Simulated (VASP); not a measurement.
Consider the following.

```xyz
4
Lattice="4.0379 0.0000 0.0000 -2.0189 3.4969 0.0000 0.0000 0.0000 7.3972" Properties=species:S:1:pos:R:3 pbc="T T T"
La     0.0000     0.0000     0.0000
La     0.0000     0.0000     3.6986
S      0.0000     2.3313     1.8493
S      2.0189     1.1656     5.5479
```

The numbers are results of PBE GGA, VASP's PBE PAW potentials (set 64) (plane waves; VASP), not measurements. Run with 400 eV cut-off, 10×10×5 Γ-centred mesh, tetrahedra with Blöchl corrections, potentials La S.

The cores are frozen, which limits the accuracy of field gradients.

Question: Give the principal components of the electric field gradient (V/Å²) and the asymmetry η at each nucleus.

Answer: 
```
atom   Vxx   Vyy    Vzz     η
----  ----  ----  -----  ----
La1   37.5  37.5  -75.0  0.00
La2   37.5  37.5  -75.0  0.00
S3    -6.9  -6.9   13.9  0.00
S4    -6.9  -6.9   13.9  0.00
```

The structure was generated: LaS was put into the NiAs type type (P6_3/mmc), which need not be its known phase. It was relaxed first, which changed the volume by -29 %.
